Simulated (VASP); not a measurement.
GaP:

```
Ga P
1.0
     0.00000    2.72503    2.72503
     2.72503    0.00000    2.72503
     2.72503    2.72503    0.00000
Ga P
1 1
Direct
  0.00000 0.00000 0.00000
  0.75000 0.75000 0.75000
```

The cell is a database's computed one.

Program: VASP 6.6.1. Alike in all runs: task band structure; no spin polarisation; cell as given; cutoff (eV) 450; smearing gaussian 0.02 eV.

Order these runs on this cell by their pressure, lowest first.
A. level LDA; potentials or basis VASP PAW LDA potentials, release 64 (Ga_d, P); k mesh 10 × 10 × 10
B. level PBE; potentials or basis VASP PAW PBE potentials, release 64 (Ga_d, P); k mesh 10 × 10 × 10
C. level PBE0; potentials or basis VASP PAW PBE potentials, release 64 (Ga_d, P); k mesh 8 × 8 × 8; grid for exact exchange (PRECFOCK) Fast; exchange at q = 0 truncated

A (-2.7 GPa), C (0.2 GPa), B (2.4 GPa).

Caveats: the PAW data sets were made with another functional, which shifts forces and pressure a little (some runs).
